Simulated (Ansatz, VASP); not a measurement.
# HfSiSn (HfSiSn in the AlB2 type): VASP beside Ansatz, part 2 of 2

One calculation is typed for both programs; each brings its own data sets. How far apart do they land? The cell is generated by rule, not measured, and may not be a known phase. The cell is taken from a series of runs on this material, whose earlier steps may have relaxed, scaled, displaced or heated it; both programs get it as it stands.

VASP 6.6.1 and Ansatz 0.2.0.

So far: The structure; VASP: relaxation of cell and atoms, PBE, pair 1; Ansatz: relaxation of cell and atoms, PBE, pair 1; Differences.

**5. Ansatz: relaxation of cell and atoms, PBE, pair 2**

Level of this step: Ansatz beside VASP: Kohn-Sham DFT, plane waves, PBE (Ansatz).

The relaxed volume is the usual yardstick between codes: in a stiff, nearly cubic crystal its relative difference is about their pressure difference at one cell divided by the bulk modulus.

The cell is taken from a series of runs on this material, whose earlier steps may have relaxed, scaled, displaced or heated it; both programs get it as it stands.

Contents of input.yaml:

```yaml
crystal:
  lattice:
    - [4.8975581827, 0.0, 0.0]
    - [-2.4487790913, 4.2414098027, 0.0]
    - [0.0, 0.0, 2.8871915145]
  atoms:
    - { symbol: Hf, position: [0.0, 0.0, 0.0] }
    - { symbol: Si, position: [0.3333333333, 0.6666666667, 0.5] }
    - { symbol: Sn, position: [0.6666666667, 0.3333333333, 0.5] }
kpoints:
  mp_grid: { grid: [9, 9, 10] }
hamiltonian:
  xc: pbe
  pseudopotentials: { kind: paw, azcp: { folder: soft_1 } }
scf:
  occupations: { method: gaussian, width: 0.1 }
output:
  forces: true
  stress: true
  eigenvalues: true
relax:
  adjacent_minimum: "off"
  f_tol: 0.005
  max_steps: 80
  cell: { stress_tol: 0.05 }
```

On the command line:

```
ansatz run input.yaml --threads 4 --pin off --max-ram 12288MiB --backend cpu --events-out ev --progress --plain --runs-dir out
```

Numbers of over 12 decimals in the logs are rounded to 6 here.

The program printed:

```text
[...]
Crystal: 3 atoms, lattice volume = 59.974 Å³
Basis set: ecut = 420 eV, 1155 PW (Γ), exchange–correlation on 72×72×40 points (8 copies of the dense FFT grid, shifted against one another)
Bands: 27, of which v1, the nominal top of the filled ones, is band 22 counted from 1 (21 counted from 0)
Symmetry: 12 space group operations
[...]
k-points: 72 of 810 (time reversal used)
[...]
--- Relaxed structure (4 steps of the walk, 3 accepted, 1 SCFs on fresh bases) ---
[...]
cell:  # Å, volume = 60.2780 Å³
    - [4.900623, -2.888557586561287e-11, 0.0]
    - [-2.450311, 4.244064, 0.0]
    - [0.0, 0.0, 2.898184]
  atoms:
    - { symbol: Hf, position: [0, 0, 0.0] }
    - { symbol: Si, position: [0.333333, 0.666667, 0.500000] }
    - { symbol: Sn, position: [0.666667, 0.333333, 0.500000] }
[key lines of the parts left out:]
SCF converged after 6 iterations
Free energy (F): -22382.014822 eV
Fermi energy:    14.430047 eV
P = ⅓ Tr σ = -0.0032 GPa (-0.032 kbar)
```

**6. VASP: relaxation of cell and atoms, PBE, pair 2**

The same cell, functional, mesh and smearing now go to VASP, with its own data sets.

Contents of INCAR:

```
SYSTEM = HfSiSn
PREC = Accurate
ENCUT = 500
EDIFF = 1E-07
NELM = 120
ISMEAR = 0
SIGMA = 0.1
LREAL = .FALSE.
ALGO = Normal
GGA = PE
NBANDS = 20
LASPH = .TRUE.
LORBIT = 11
LWAVE = .FALSE.
LCHARG = .FALSE.
ISIF = 3
IBRION = 2
NSW = 80
EDIFFG = -0.005
GGA_COMPAT = .FALSE.
NELMIN = 4
KPAR = 2
```

Contents of POSCAR:

```
HfSiSn
1.0
    4.8975580000      0.0000000000      0.0000000000
   -2.4487790000      4.2414100000      0.0000000000
    0.0000000000      0.0000000000      2.8871920000
Hf Si Sn
1 1 1
Direct
    0.0000000000      0.0000000000      0.0000000000
    0.3333333333      0.6666666667      0.5000000000
    0.6666666667      0.3333333333      0.5000000000
```

Contents of KPOINTS:

```
Automatic mesh
0
Gamma
9 9 10
0 0 0
```

Potentials, in the order of the species: Hf_pv, Si and Sn_d (PBE family, release 64).

On the command line:

```
mpirun -np 2 vasp_std
```

The program printed:

```text
[... set-up lines as in an earlier step ...]
 entering main loop
       N       E                     dE             d eps       ncg     rms          rms(c)
DAV:   1     0.183554649054E+03    0.18355E+03   -0.14052E+04  2912   0.173E+03
DAV:   2    -0.333243082034E+01   -0.18689E+03   -0.18120E+03  2920   0.423E+02
DAV:   3    -0.190268919590E+02   -0.15694E+02   -0.15204E+02  3580   0.101E+02
DAV:   4    -0.195299068257E+02   -0.50301E+00   -0.49892E+00  3612   0.174E+01
[...]
DAV:  12    -0.189109552787E+02    0.81455E-06   -0.13810E-06  3484   0.670E-03    0.880E-03
DAV:  13    -0.189109549392E+02    0.33956E-06   -0.19484E-07  2776   0.270E-03    0.274E-03
DAV:  14    -0.189109549948E+02   -0.55684E-07   -0.30378E-08  1996   0.148E-03
   1 F= -.18910955E+02 E0= -.18907609E+02  d E =-.189110E+02
[...]
2 F= -.18911157E+02 E0= -.18907953E+02  d E =-.201874E-03
[...]
3 F= -.18911208E+02 E0= -.18907963E+02  d E =-.252866E-03
[...]
4 F= -.18911208E+02 E0= -.18907964E+02  d E =-.252828E-03
[...]
5 F= -.18911236E+02 E0= -.18907997E+02  d E =-.281108E-04
 trial-energy change:   -0.000028  1 .order   -0.000027   -0.000055    0.000002
 step:   0.9181(harm=  0.9150)  dis= 0.00000  next Energy=   -18.911236 (dE=-0.281E-04)
 reached required accuracy - stopping structural energy minimisation
```

OUTCAR, selected parts (step 6):

```text
  Total        0.0006901      0.0006901     -0.0017279      0.0000000     -0.0000000      0.0000000
  in kB        0.0183960      0.0183960     -0.0460641      0.0000000     -0.0000000      0.0000000
  external PRESSURE =      -0.0030907 kB  Pullay stress =       0.0000000 kB

 POSITION                                       TOTAL-FORCE (eV/Angst)
 -----------------------------------------------------------------------------------
      0.00000     -0.00000      2.89525        -0.000000     -0.000000     -0.000000
     -0.00000      2.82661      1.44762         0.000000     -0.000000      0.000000
      2.44792      1.41331      1.44762         0.000000      0.000000     -0.000000
 -----------------------------------------------------------------------------------
    total drift:                               -0.000000      0.000000      0.000000

  FREE ENERGIE OF THE ION-ELECTRON SYSTEM (eV)
  ---------------------------------------------------
  free  energy   TOTEN  =       -18.9112359332 eV

  energy  without entropy=      -18.9047582853  energy(sigma->0) =      -18.90799711

[... 1 part as in an earlier step ...]

[... 3 further parts left out ...]
[key lines of the parts left out:]
E-fermi :   8.1421
```

**7. Differences**

What differs besides the data sets and the points named for the pairs above, as far as they apply: the data sets hold 44 valence electrons in Ansatz (on its PAW soft_1 files) and 28 in VASP. Total energies have different zeros and are not compared.

The two programs side by side:

| quantity | Ansatz | VASP | difference |
| --- | --- | --- | --- |
| volume (Å³) | 60.28 | 60.10 | +0.30 % |
| edge a after relaxation, in the typed setting (Å) | 4.901 | 4.896 | +0.10 % |
| edge c after relaxation, in the typed setting (Å) | 2.898 | 2.895 | +0.10 % |

**8. VASP: zone-centre phonons, PBE**

Second derivatives magnify differences that forces hide, and they need a tight electronic threshold.

Contents of INCAR:

```
SYSTEM = HfSiSn
PREC = Accurate
ENCUT = 500
EDIFF = 1E-08
NELM = 120
ISMEAR = 1
SIGMA = 0.2
LREAL = .FALSE.
ALGO = Normal
GGA = PE
NBANDS = 20
LASPH = .TRUE.
LORBIT = 11
LWAVE = .FALSE.
LCHARG = .FALSE.
ISIF = 2
IBRION = 8
GGA_COMPAT = .FALSE.
KPAR = 2
```

Contents of POSCAR:

```
HfSiSn
1.0
    4.8944771814      0.0000000000      0.0000000000
   -2.4472385907      4.2387415773      0.0000000000
    0.0000000000      0.0000000000      2.9072296611
Hf Si Sn
1 1 1
Direct
    0.0000000000      0.0000000000      0.0000000000
    0.3333333333      0.6666666667      0.5000000000
    0.6666666667      0.3333333333      0.5000000000
```

Contents of KPOINTS:

```
Automatic mesh
0
Gamma
4 4 6
0 0 0
```

On the command line:

```
mpirun -np 2 vasp_std
```

The program printed:

```text
[... set-up lines as in an earlier step ...]
 entering main loop
       N       E                     dE             d eps       ncg     rms          rms(c)
DAV:   1     0.177400761375E+03    0.17740E+03   -0.14019E+04   656   0.170E+03
DAV:   2    -0.347668021222E+01   -0.18088E+03   -0.17518E+03   648   0.426E+02
DAV:   3    -0.189106718075E+02   -0.15434E+02   -0.14849E+02   772   0.102E+02
DAV:   4    -0.194310170128E+02   -0.52035E+00   -0.51623E+00   796   0.179E+01
[...]
DAV:  14    -0.188532012046E+02    0.57873E-07   -0.28115E-08   660   0.123E-03    0.741E-04
DAV:  15    -0.188532011934E+02    0.11220E-07   -0.37307E-09   484   0.611E-04    0.275E-04
DAV:  16    -0.188532011968E+02   -0.34051E-08   -0.55830E-10   452   0.234E-04
   1 F= -.18853201E+02 E0= -.18851137E+02  d E =-.619310E-02
 Linear response reoptimize wavefunctions to high precision
DAV:   1    -0.188532011972E+02   -0.43110E-09   -0.18595E-10   452   0.157E-04
DAV:   2    -0.188532011973E+02   -0.95952E-10   -0.74655E-11   420   0.788E-05
 Linear response DOF=           6
 Linear response progress:
[...]
RMM:  18    -0.226386891136E+00    0.34166E-08    0.34826E-07  3334   0.422E-05    0.128E-05
RMM:  19    -0.226386867919E+00    0.23217E-07    0.44934E-07  3241   0.342E-05    0.119E-05
RMM:  20    -0.226386868330E+00   -0.41140E-09    0.37861E-07  2733   0.286E-05    0.120E-05
 first order change of Fermi-energy   0.36613E-04
 force on displaced ion       3 direction 1 :  -7.444  -0.000   0.000
 Linear response progress:
  Degree of freedom:   6/  6
       N       E                     dE             d eps       ncg     rms          rms(c)
RMM:   1    -0.201235992570E+00   -0.20124E+00    0.58779E-01   840   0.108E+01
RMM:   2    -0.206229242731E+00   -0.49933E-02   -0.14294E-02  1219   0.770E-01    0.688E-02
RMM:   3    -0.206227453307E+00    0.17894E-05   -0.77512E-04  1319   0.200E-01    0.417E-02
RMM:   4    -0.206095670345E+00    0.13178E-03   -0.82264E-05  1401   0.684E-02    0.654E-03
[...]
RMM:  15    -0.206077620479E+00    0.29679E-06    0.17294E-08  1438   0.807E-05    0.489E-06
RMM:  16    -0.206077677077E+00   -0.56597E-07    0.93772E-09  1488   0.543E-05    0.194E-06
RMM:  17    -0.206077681893E+00   -0.48161E-08    0.48046E-09  1344   0.424E-05    0.802E-07
 first order change of Fermi-energy  -0.22814E-03
 force on displaced ion       3 direction 3 :   0.000  -0.000  -1.444
 Linear response finished
```

Parts of OUTCAR (step 8):

```text
  Total        0.5803501      0.5803501     -2.3915933      0.0000000      0.0000000      0.0000000
  in kB       15.4162261     15.4162261    -63.5294841      0.0000000      0.0000000      0.0000000
  external PRESSURE =     -10.8990106 kB  Pullay stress =       0.0000000 kB

 POSITION                                       TOTAL-FORCE (eV/Angst)
 -----------------------------------------------------------------------------------
      0.00000      0.00000      0.00000        -0.000000     -0.000000      0.000000
     -0.00000      2.82583      1.45361        -0.000000      0.000000      0.000000
      2.44724      1.41291      1.45361         0.000000      0.000000      0.000000
 -----------------------------------------------------------------------------------
    total drift:                               -0.000000      0.000000      0.000000

[... 2 further parts left out ...]
```

**9. Ansatz: zone-centre phonons, PBE**

The same cell, functional, mesh and smearing now go to Ansatz, which takes its cutoff from its data sets.

The cell is taken from a series of runs on this material, whose earlier steps may have relaxed, scaled, displaced or heated it; both programs get it as it stands.

Contents of input.yaml:

```yaml
crystal:
  lattice:
    - [4.8944771814, 0.0, 0.0]
    - [-2.4472385907, 4.2387415773, 0.0]
    - [0.0, 0.0, 2.9072296611]
  atoms:
    - { symbol: Hf, position: [0.0, 0.0, 0.0] }
    - { symbol: Si, position: [0.3333333333, 0.6666666667, 0.5] }
    - { symbol: Sn, position: [0.6666666667, 0.3333333333, 0.5] }
kpoints:
  mp_grid: { grid: [4, 4, 6] }
hamiltonian:
  xc: pbe
  pseudopotentials: { kind: paw, azcp: { folder: soft_1 } }
scf:
  occupations: { method: methfessel_paxton, width: 0.2 }
output:
  eigenvalues: true
phonons:
  method: dfpt
  qmesh: [2, 2, 2]
  temperatures: { t_max: 1000, t_step: 50 }
  qpath:
    path:
      - [[0.0, 0.0, 0.0], [0.5, 0.0, 0.0], [0.33333333, 0.33333333, 0.0], [0.0, 0.0, 0.0], [0.0, 0.0, 0.5], [0.5, 0.0, 0.5], [0.33333333, 0.33333333, 0.5], [0.0, 0.0, 0.5]]
      - [[0.5, 0.0, 0.5], [0.5, 0.0, 0.0]]
      - [[0.33333333, 0.33333333, 0.5], [0.33333333, 0.33333333, 0.0]]
    npoints: 10
```

On the command line:

```
ansatz run input.yaml --threads 4 --pin off --max-ram 12288MiB --backend cpu --events-out ev --progress --plain --runs-dir out
```

The program printed:

```text
[...]
largest difference from the sums on the solved wave vectors: F 3.57e-3 eV, S 1.27e-5 and C_V 9.14e-6 eV/K
  zero-point energy: 0.063182 eV/cell   skipped modes (ω ≤ 0): 273, of them read as no rigid motion or as one in doubt: 270 (7.727e-1 modes/cell left out, lowest -190.11 cm⁻¹)   left out of the sums: 8.59e-2 of the cell's modes: C_V's classical limit lies that fraction below 3 k_B per atom; for a crystal, a wire or a layer, F and S can be off by more, and a phonons.interpolated_qmesh denser along its periods is the remedy for the sampling
[key lines of the parts left out:]
SCF converged after 14 iterations
Free energy (F): -22381.956723 eV
Fermi energy:    14.581373 eV
```

**10. Side by side**

What differs besides the data sets and the points named for the pairs above, as far as they apply: VASP's run holds the zone centre alone; the data sets hold 44 valence electrons in Ansatz (on its PAW soft_1 files) and 28 in VASP. Total energies have different zeros and are not compared.

Both answers:

| quantity | Ansatz | VASP | difference |
| --- | --- | --- | --- |
| optical mode 1 (cm⁻¹) | 58.7 | 59.8 | -1.92 % |
| optical mode 2 (cm⁻¹) | 73.2 | 72.6 | +0.76 % |
| optical mode 3 to 4 (cm⁻¹) | 104.1 | 103.1 | +0.90 % |
| optical mode 5 to 6 (cm⁻¹) | 240.3 | 239.8 | +0.20 % |

Modes are paired by rising frequency, not by their patterns, so a pair may set unlike modes beside each other; they are those without the splitting of longitudinal modes.

**11. Outcome**

```json
{"difference in volume (relaxation of cell and atoms, PBE, pair 1)": "0.30 %", "difference in volume (relaxation of cell and atoms, PBE, pair 2)": "0.30 %", "r.m.s. difference of the optical zone-centre modes, each program's sorted by frequency (zone-centre phonons, PBE)": "0.80 cm⁻¹", "difference in optical mode 1 (zone-centre phonons, PBE)": "-1.9 %"}
```

In words: The difference in volume is 0.30 % (relaxation of cell and atoms, PBE, pair 1), within the 1.2 % picked in this series as the mark of a large difference, as far as the stopping tolerances let one tell. The data sets hold unlike numbers of valence electrons (44 in Ansatz and 28 in VASP), so part of the differences comes from the potentials. Among the rows given in per cent, the largest difference of the zone-centre phonons, PBE pair is in optical mode 1, -1.9 %. 1 further run of this series is not shown here. How closely two codes agree says nothing of how well the functional describes the real material.

[Lines on the potential files, build, host, timing and source positions are cut from VASP's logs without a mark.]

[Logs are printed without paths, hosts, clocks, repeated set-up lines and the standing remarks that a program may print on its own settings, such as how far it seeks lower states.]

[Hosts, paths, dates, database ids (printed as entryN), source tags and the programs' standing remarks are cut or masked in the printed files.]
